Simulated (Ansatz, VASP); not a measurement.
# CaCu2O3: VASP beside Ansatz, part 2 of 3

One calculation is typed for both programs; each brings its own data sets and cutoff. How far apart do they land?  The cell comes out of the VASP series on this material, whose earlier steps may have relaxed, scaled or displaced it; both programs get it as it stands.

VASP 6.6.1 and Ansatz 0.2.0.

So far. Step 2 (Ansatz: single point, r2SCAN with rVV10): The run ends at a pressure of -1.33 GPa, with forces up to 0.10 eV/Å.

## (3) VASP: single point, r2SCAN with rVV10

Level of this step: r2SCAN with rVV10, no spin polarisation; plane waves and PAW (Ca_sv, Cu, O) (VASP).

The same cell, functional, mesh and smearing now go to VASP, with its own data sets and cutoff.

Lines of VASP's logs that name or quote its potential files are left out, and so is its time.

INCAR reads:

```
SYSTEM = CaCu2O3
PREC = Accurate
ENCUT = 520
EDIFF = 1E-06
NELM = 100
ISMEAR = -5
SIGMA = 0.05
LREAL = .FALSE.
ALGO = Normal
METAGGA = R2SCAN
LUSE_VDW = .TRUE.
IVDW_NL = 2
BPARAM = 11.95
CPARAM = 0.0093
LASPH = .TRUE.
NBANDS = 78
LORBIT = 11
LWAVE = .FALSE.
LCHARG = .FALSE.
KPAR = 8
NEDOS = 2001
```

POSCAR reads:

```
CaCu2O3
1.0
    4.0537761648      0.0000000000      0.0000000000
    0.0000000000     10.2307341413      0.0000000000
    0.0000000000      0.0000000000      3.4576592270
Ca Cu O
2 4 6
Direct
    0.0000000000      0.0000000000      0.3649935645
    0.5000000000      0.5000000000      0.6350064355
    0.0000000000      0.6657396220      0.1324772355
    0.0000000000      0.3342603780      0.1324772355
    0.5000000000      0.8342603780      0.8675227645
    0.5000000000      0.1657396220      0.8675227645
    0.5000000000      0.0000000000      0.6449507537
    0.0000000000      0.5000000000      0.3550492463
    0.0000000000      0.1682634275      0.8936728481
    0.5000000000      0.6682634275      0.1063271519
    0.5000000000      0.3317365725      0.1063271519
    0.0000000000      0.8317365725      0.8936728481
```

KPOINTS reads:

```
Automatic mesh
0
Gamma
7 3 8
0 0 0
```

PAW data sets: Ca_sv, Cu and O (PBE family, release 64).

Run with:

```sh
$ mpirun -np 8 vasp_std
```

Numbers of over 12 decimals in the logs are rounded to 6 here.

Log:

```text
[banner, memory and clock lines left out]
running    8 mpi-ranks, on    1 nodes
 distrk:  each k-point on    1 cores,    8 groups
 distr:  one band on    1 cores,    1 groups

 POSCAR found type information on POSCAR CaCuO
 POSCAR found :  3 types and      12 ions
|                                                                             |
|           W    W    AA    RRRRR   N    N  II  N    N   GGGG   !!!           |
|           W    W   A  A   R    R  NN   N  II  NN   N  G    G  !!!           |
|           W    W  A    A  R    R  N N  N  II  N N  N  G       !!!           |
|           W WW W  AAAAAA  RRRRR   N  N N  II  N  N N  G  GGG   !            |
|           WW  WW  A    A  R   R   N   NN  II  N   NN  G    G                |
|           W    W  A    A  R    R  N    N  II  N    N   GGGG   !!!           |
|                                                                             |
|     For optimal performance we recommend to set                             |
|       NCORE = 2 up to number-of-cores-per-socket                            |
|     NCORE specifies how many cores store one orbital (NPAR=cpu/NCORE).      |
|     This setting can greatly improve the performance of VASP for DFT.       |
|     The default, NCORE=1 might be grossly inefficient on modern             |
|     multi-core architectures or massively parallel machines. Do your        |
|     Unfortunately you need to use the default for GW and RPA                |
|     calculations (for HF NCORE is supported but not extensively tested      |
|     yet).                                                                   |
|                                                                             |

|                                                                             |
|               ----> ADVICE to this user running VASP <----                  |
|                                                                             |
|     You have switched on vdW-DFT.                                           |
|     This routine was written and supplied by Jiri Klimes. We recommend      |
|     that you carefully read and cite the following publications:            |
|       J. Klimes, D.R. Bowler, A. Michelides                                 |
|          J. Phys.: Cond Matt. 22 022201 (2010)                              |
|       J. Klimes, D.R. Bowler, A. Michelides                                 |
|          Phys. Rev. B. 83, 195131 (2011)                                    |
|     and references therein.                                                 |
|                                                                             |

|                                                                             |
|               ----> ADVICE to this user running VASP <----                  |
|                                                                             |
|     You enforced a specific xc type in the INCAR file but a different       |
|     [... a line on the potential file left out ...]
|     I HOPE YOU KNOW WHAT YOU ARE DOING!                                     |
|                                                                             |

 LDA part: xc-table for (None), standard interpolation
 POSCAR, INCAR and KPOINTS ok, starting setup
 FFT: planning ... GRIDC
 FFT: planning ... GRID_SOFT
 FFT: planning ... GRID
 WAVECAR not read
 entering main loop
       N       E                     dE             d eps       ncg     rms          rms(c)
Total rVV10 correction in eV:      2.6314166   103.7189415
Total rVV10 correction in eV:      2.6314166   103.7189415
Total rVV10 correction in eV:      2.6314166   103.7189415
Total rVV10 correction in eV:      2.6314166   103.7189415
Total rVV10 correction in eV:      2.6314166   103.7189415
Total rVV10 correction in eV:      2.6314166   103.7189415
Total rVV10 correction in eV:      2.6314166   103.7189415
Total rVV10 correction in eV:      2.6314166   103.7189415
DAV:   1     0.127904086981E+04    0.12790E+04   -0.43261E+04  6278   0.178E+03
DAV:   2     0.119978692534E+03   -0.11591E+04   -0.10469E+04  6304   0.488E+02
DAV:   3    -0.124559065637E+03   -0.24454E+03   -0.22086E+03  6644   0.214E+02
DAV:   4    -0.151650513919E+03   -0.27091E+02   -0.26071E+02  9560   0.754E+01
DAV:   5    -0.153214178910E+03   -0.15637E+01   -0.15271E+01 11776   0.162E+01    0.317E+01
Total rVV10 correction in eV:      2.6483860   103.7189395
Total rVV10 correction in eV:      2.6483860   103.7189395
Total rVV10 correction in eV:      2.6483860   103.7189395
Total rVV10 correction in eV:      2.6483860   103.7189395
Total rVV10 correction in eV:      2.6483860   103.7189395
Total rVV10 correction in eV:      2.6483860   103.7189395
Total rVV10 correction in eV:      2.6483860   103.7189395
Total rVV10 correction in eV:      2.6483860   103.7189395
DAV:   6    -0.121890003039E+03    0.31324E+02   -0.15900E+02  9660   0.164E+02    0.250E+01
Total rVV10 correction in eV:      2.6995695   103.7189408
Total rVV10 correction in eV:      2.6995695   103.7189408
Total rVV10 correction in eV:      2.6995695   103.7189408
Total rVV10 correction in eV:      2.6995695   103.7189408
Total rVV10 correction in eV:      2.6995695   103.7189408
Total rVV10 correction in eV:      2.6995695   103.7189408
Total rVV10 correction in eV:      2.6995695   103.7189408
[...]
Total rVV10 correction in eV:      2.7889547   103.7189402
Total rVV10 correction in eV:      2.7889547   103.7189402
Total rVV10 correction in eV:      2.7889547   103.7189402
Total rVV10 correction in eV:      2.7889547   103.7189402
Total rVV10 correction in eV:      2.7889547   103.7189402
Total rVV10 correction in eV:      2.7889547   103.7189402
Total rVV10 correction in eV:      2.7889547   103.7189402
Total rVV10 correction in eV:      2.7889547   103.7189402
DAV:  10    -0.108854167019E+03    0.51703E-02   -0.58272E-02  8896   0.186E+00    0.456E-01
Total rVV10 correction in eV:      2.7925941   103.7189402
Total rVV10 correction in eV:      2.7925941   103.7189402
Total rVV10 correction in eV:      2.7925941   103.7189402
Total rVV10 correction in eV:      2.7925941   103.7189402
Total rVV10 correction in eV:      2.7925941   103.7189402
Total rVV10 correction in eV:      2.7925941   103.7189402
Total rVV10 correction in eV:      2.7925941   103.7189402
Total rVV10 correction in eV:      2.7925941   103.7189402
DAV:  11    -0.108853621951E+03    0.54507E-03   -0.13228E-02  9946   0.945E-01    0.156E-01
Total rVV10 correction in eV:      2.7951780   103.7189402
Total rVV10 correction in eV:      2.7951780   103.7189402
Total rVV10 correction in eV:      2.7951780   103.7189402
Total rVV10 correction in eV:      2.7951780   103.7189402
Total rVV10 correction in eV:      2.7951780   103.7189402
Total rVV10 correction in eV:      2.7951780   103.7189402
Total rVV10 correction in eV:      2.7951780   103.7189402
Total rVV10 correction in eV:      2.7951780   103.7189402
DAV:  12    -0.108853667572E+03   -0.45620E-04   -0.42693E-03  9736   0.872E-01    0.101E-01
Total rVV10 correction in eV:      2.7955506   103.7189402
Total rVV10 correction in eV:      2.7955506   103.7189402
Total rVV10 correction in eV:      2.7955506   103.7189402
Total rVV10 correction in eV:      2.7955506   103.7189402
Total rVV10 correction in eV:      2.7955506   103.7189402
Total rVV10 correction in eV:      2.7955506   103.7189402
Total rVV10 correction in eV:      2.7955506   103.7189402
Total rVV10 correction in eV:      2.7955506   103.7189402
DAV:  13    -0.108853712911E+03   -0.45339E-04   -0.15653E-03  8818   0.339E-01    0.438E-02
Total rVV10 correction in eV:      2.7957806   103.7189402
Total rVV10 correction in eV:      2.7957806   103.7189402
Total rVV10 correction in eV:      2.7957806   103.7189402
Total rVV10 correction in eV:      2.7957806   103.7189402
Total rVV10 correction in eV:      2.7957806   103.7189402
Total rVV10 correction in eV:      2.7957806   103.7189402
Total rVV10 correction in eV:      2.7957806   103.7189402
Total rVV10 correction in eV:      2.7957806   103.7189402
DAV:  14    -0.108853696778E+03    0.16133E-04   -0.14857E-04 10410   0.109E-01    0.164E-02
Total rVV10 correction in eV:      2.7956768   103.7189402
Total rVV10 correction in eV:      2.7956768   103.7189402
Total rVV10 correction in eV:      2.7956768   103.7189402
Total rVV10 correction in eV:      2.7956768   103.7189402
Total rVV10 correction in eV:      2.7956768   103.7189402
Total rVV10 correction in eV:      2.7956768   103.7189402
Total rVV10 correction in eV:      2.7956768   103.7189402
Total rVV10 correction in eV:      2.7956768   103.7189402
DAV:  15    -0.108853696393E+03    0.38478E-06   -0.41213E-05  8964   0.458E-02    0.914E-03
Total rVV10 correction in eV:      2.7956722   103.7189402
Total rVV10 correction in eV:      2.7956722   103.7189402
Total rVV10 correction in eV:      2.7956722   103.7189402
Total rVV10 correction in eV:      2.7956722   103.7189402
Total rVV10 correction in eV:      2.7956722   103.7189402
Total rVV10 correction in eV:      2.7956722   103.7189402
Total rVV10 correction in eV:      2.7956722   103.7189402
Total rVV10 correction in eV:      2.7956722   103.7189402
DAV:  16    -0.108853695142E+03    0.12508E-05   -0.71365E-06  7848   0.232E-02    0.417E-03
Total rVV10 correction in eV:      2.7957021   103.7189402
Total rVV10 correction in eV:      2.7957021   103.7189402
Total rVV10 correction in eV:      2.7957021   103.7189402
Total rVV10 correction in eV:      2.7957021   103.7189402
Total rVV10 correction in eV:      2.7957021   103.7189402
Total rVV10 correction in eV:      2.7957021   103.7189402
Total rVV10 correction in eV:      2.7957021   103.7189402
Total rVV10 correction in eV:      2.7957021   103.7189402
DAV:  17    -0.108853695833E+03   -0.69036E-06   -0.11301E-06  3924   0.922E-03
Total rVV10 correction in eV:      2.7957441   103.7189402
Total rVV10 correction in eV:      2.7957441   103.7189402
Total rVV10 correction in eV:      2.7957441   103.7189402
Total rVV10 correction in eV:      2.7957441   103.7189402
Total rVV10 correction in eV:      2.7957441   103.7189402
Total rVV10 correction in eV:      2.7957441   103.7189402
Total rVV10 correction in eV:      2.7957441   103.7189402
Total rVV10 correction in eV:      2.7957441   103.7189402
Total rVV10 correction in eV:      2.7957135   103.7189402
Total rVV10 correction in eV:      2.7957135   103.7189402
Total rVV10 correction in eV:      2.7957135   103.7189402
Total rVV10 correction in eV:      2.7957135   103.7189402
Total rVV10 correction in eV:      2.7957135   103.7189402
Total rVV10 correction in eV:      2.7957135   103.7189402
Total rVV10 correction in eV:      2.7957135   103.7189402
Total rVV10 correction in eV:      2.7957135   103.7189402
   1 F= -.10885370E+03 E0= -.10885370E+03  d E =0.000000E+00
|                                                                             |
|           W    W    AA    RRRRR   N    N  II  N    N   GGGG   !!!           |
|           W    W   A  A   R    R  NN   N  II  NN   N  G    G  !!!           |
|           W    W  A    A  R    R  N N  N  II  N N  N  G       !!!           |
|           W WW W  AAAAAA  RRRRR   N  N N  II  N  N N  G  GGG   !            |
|           WW  WW  A    A  R   R   N   NN  II  N   NN  G    G                |
|           W    W  A    A  R    R  N    N  II  N    N   GGGG   !!!           |
|                                                                             |
|     Tetrahedron method does not include variations of the Fermi             |
|     occupations, so forces and stress will be inaccurate. We suggest        |
|     using a different smearing scheme ISMEAR = 1 or 2 for metals in         |
|     relaxations.                                                            |
|                                                                             |
```

Parts of OUTCAR (step 3):

```text
ion  position               nearest neighbor table
   1  0.000  0.000  0.365-   7 2.25   7 2.25  12 2.37   9 2.37   9 2.51  12 2.51
   2  0.500  0.500  0.635-   8 2.25   8 2.25  11 2.37  10 2.37  11 2.51  10 2.51
   3  0.000  0.666  0.132-   8 1.86  12 1.89  10 2.03  10 2.03
   4  0.000  0.334  0.132-   8 1.86   9 1.89  11 2.03  11 2.03
   5  0.500  0.834  0.868-   7 1.86  10 1.89  12 2.03  12 2.03
   6  0.500  0.166  0.868-   7 1.86  11 1.89   9 2.03   9 2.03
   7  0.500  0.000  0.645-   5 1.86   6 1.86   1 2.25   1 2.25
   8  0.000  0.500  0.355-   3 1.86   4 1.86   2 2.25   2 2.25
   9  0.000  0.168  0.894-   4 1.89   6 2.03   6 2.03   1 2.37   1 2.51
  10  0.500  0.668  0.106-   5 1.89   3 2.03   3 2.03   2 2.37   2 2.51
  11  0.500  0.332  0.106-   6 1.89   4 2.03   4 2.03   2 2.37   2 2.51
  12  0.000  0.832  0.894-   3 1.89   5 2.03   5 2.03   1 2.37   1 2.51

  LATTYP: Found a simple orthorhombic cell.
 ALAT       =     3.4576592270
 B/A-ratio  =     1.1724047683
 C/A-ratio  =     2.9588613191

 Subroutine GETGRP returns: Found  8 space group operations
 (whereof  4 operations were pure point group operations)

The static configuration has the point symmetry C_2v.
 The point group associated with its full space group is D_2h.

 Found     40 irreducible k-points:

   k-points           NKPTS =     40   k-points in BZ     NKDIM =     40   number of bands    NBANDS=     78

   dimension x,y,z NGX =    30 NGY =   80 NGZ =   28
   dimension x,y,z NGXF=    60 NGYF=  160 NGZF=   56

   ENCUT  =  520.0 eV  38.22 Ry    6.18 a.u.   7.54 19.02  6.43*2*pi/ulx,y,z

   NELECT =     100.0000    total number of electrons

 k-points in reciprocal lattice and weights: Automatic mesh
   0.00000000  0.00000000  0.00000000       0.006
   0.14285714  0.00000000  0.00000000       0.012
   0.28571429  0.00000000  0.00000000       0.012
   0.42857143  0.00000000  0.00000000       0.012
   0.00000000  0.33333333  0.00000000       0.012
   0.14285714  0.33333333  0.00000000       0.024
   0.28571429  0.33333333  0.00000000       0.024
   0.42857143  0.33333333  0.00000000       0.024
   0.00000000  0.00000000  0.12500000       0.012
[...]
0.28571429  0.33333333  0.50000000       0.024
   0.42857143  0.33333333  0.50000000       0.024

 average (electrostatic) potential at core
       1 -47.3265       2 -47.3265       3 -72.5012       4 -72.5012       5 -72.5012
       6 -72.5012       7 -74.3688       8 -74.3688       9 -74.6290      10 -74.6290
      11 -74.6290      12 -74.6290

 E-fermi :   4.3078

 k-point     1 :       0.0000    0.0000    0.0000
  band No.  band energies     occupation
    ...
     48       2.8786      2.00000
     49       3.0094      2.00000
     50       3.2440      2.00000
     51       3.3027      2.00000
     52       3.3066      2.00000
     53       6.7023      0.00000
     54       8.0174      0.00000
     55       9.0144      0.00000
     56       9.1014      0.00000
     57       9.7325      0.00000
    ...

 k-point     2 :       0.1429    0.0000    0.0000
  band No.  band energies     occupation
    ...
     48       2.9970      2.00000
     49       3.6300      2.00000
     50       3.6867      2.13963
     51       3.7890      2.02688
     52       3.8268      1.87986
     53       7.0182      0.00000
     54       8.1066      0.00000
     55       9.0892      0.00000
     56       9.1644      0.00000
     57       9.8219      0.00000
    ...

 k-point     3 :       0.2857    0.0000    0.0000
  band No.  band energies     occupation
    ...
     45       2.6147      2.00000
     46       2.6712      2.00000
     47       2.8285      2.00000
     48       3.0988      2.00000
     49       4.2486      1.38411
     50       4.4608      0.49799
     51       4.5644      0.28000
     52       4.9164      0.00841
     53       7.8405      0.00000
     54       8.3414      0.00000
    ...

  Total       -0.1600951     -0.2731834      0.0424302      0.0000000      0.0000000      0.0000000
  in kB       -1.7887094     -3.0522219      0.4740636      0.0000000      0.0000000      0.0000000
  external PRESSURE =      -1.4556226 kB  Pullay stress =       0.0000000 kB

  energy-cutoff  :      520.00
  volume of cell :      143.40
      direct lattice vectors                 reciprocal lattice vectors
     4.053776165  0.000000000  0.000000000     0.246683576  0.000000000  0.000000000
     0.000000000 10.230734141  0.000000000     0.000000000  0.097744696  0.000000000
     0.000000000  0.000000000  3.457659227     0.000000000  0.000000000  0.289213001

 POSITION                                       TOTAL-FORCE (eV/Angst)
 -----------------------------------------------------------------------------------
      0.00000      0.00000      1.26202        -0.000000      0.000000      0.012891
      2.02689      5.11537      2.19564        -0.000000      0.000000     -0.012891
      0.00000      6.81101      0.45806         0.000000      0.077137     -0.067612
      0.00000      3.41973      0.45806         0.000000     -0.077137     -0.067612
      2.02689      8.53510      2.99960         0.000000     -0.077137      0.067612
      2.02689      1.69564      2.99960         0.000000      0.077137      0.067612
      2.02689      0.00000      2.23002        -0.000000      0.000000     -0.038344
      0.00000      5.11537      1.22764        -0.000000      0.000000      0.038344
      0.00000      1.72146      3.09002        -0.000000     -0.055576     -0.018186
      2.02689      6.83683      0.36764        -0.000000     -0.055576      0.018186
      2.02689      3.39391      0.36764        -0.000000      0.055576      0.018186
      0.00000      8.50928      3.09002        -0.000000      0.055576     -0.018186
 -----------------------------------------------------------------------------------
    total drift:                                0.000000      0.000000     -0.000000

  FREE ENERGIE OF THE ION-ELECTRON SYSTEM (eV)
  ---------------------------------------------------
  free  energy   TOTEN  =      -108.8536958326 eV

  energy  without entropy=     -108.8536958326  energy(sigma->0) =     -108.85369583

 total charge
# of ion       s       p       d       tot
------------------------------------------
    1        2.034   5.878   0.281   8.193
    2        2.034   5.878   0.281   8.193
    3        0.407   0.419   9.140   9.966
    4        0.407   0.419   9.140   9.966
    5        0.407   0.419   9.140   9.966
    6        0.407   0.419   9.140   9.966
    7        1.562   3.495   0.000   5.057
    8        1.562   3.495   0.000   5.057
    9        1.571   3.424   0.000   4.995
   10        1.571   3.424   0.000   4.995
   11        1.571   3.424   0.000   4.995
   12        1.571   3.424   0.000   4.995
--------------------------------------------------
tot         15.106  34.117  37.120  86.344

[... 3 further parts left out ...]
```

This run has no spin polarisation, although Cu can carry a moment. Oxides and halides of Cu are often magnetic insulators, and a metal at this level, without U or exact exchange, may be an artefact. With tetrahedra the forces and stress of a metal are not exact derivatives of the energy.

## (4) Comparison

Known differences besides the PAW data sets themselves: VASP keeps PBE cores, Ansatz makes them for the functional; the data sets hold 132 valence electrons in Ansatz (default PAW (the set named soft_2) files) and 100 in VASP; the cutoff is 500 eV in Ansatz and 520 eV in VASP. Total energies have different zeros and are not compared.

Both answers:

```csv
quantity,Ansatz,VASP,difference
pressure (GPa),-1.33,-0.15,-1.19
```

Forces on 10 of the 12 atoms, picked by the larger force of the two programs (eV/Å; atoms numbered as in POSCAR):

```csv
atom,"Ansatz x, y, z","VASP x, y, z"
Ca1,"0.000, 0.000, 0.042","0.000, 0.000, 0.013"
Ca2,"0.000, 0.000, -0.042","0.000, 0.000, -0.013"
Cu3,"0.000, 0.065, -0.078","0.000, 0.077, -0.068"
Cu4,"0.000, -0.065, -0.078","0.000, -0.077, -0.068"
Cu5,"0.000, -0.065, 0.078","0.000, -0.077, 0.068"
Cu6,"0.000, 0.065, 0.078","0.000, 0.077, 0.068"
O9,"0.000, -0.020, 0.038","0.000, -0.056, -0.018"
O10,"0.000, -0.020, -0.038","0.000, -0.056, 0.018"
O11,"0.000, 0.020, -0.038","0.000, 0.056, 0.018"
O12,"0.000, 0.020, 0.038","0.000, 0.056, -0.018"
```

The forces differ by 24 meV/Å r.m.s., which is 60.3 % of the r.m.s. force of 0.04 eV/Å (both taken over all components). Ansatz's pressure holds a Pulay correction of 0.11 GPa; VASP's holds none.

## (5) What moves the difference

The difference is large enough to ask for its cause, so further runs change the set-up of one program at a time, as the table lists.

```csv
run,r.m.s. force difference (meV/Å)
as above,24
"cores kept as stored, as VASP does",25
Ansatz's larger PAW set (cutoff 1050 eV),22
```

(Part 2 of 3 ends here.)

[Lines on the potential files, build, host, timing and source positions are cut from VASP's logs without a mark.]

[Logs are printed without paths, hosts, clocks, repeated set-up lines and the standing remarks that a program may print on its own settings, such as how far it seeks lower states.]

[Hosts, paths, dates, database ids (printed as entryN), source tags and the programs' standing remarks are cut or masked in the printed files.]
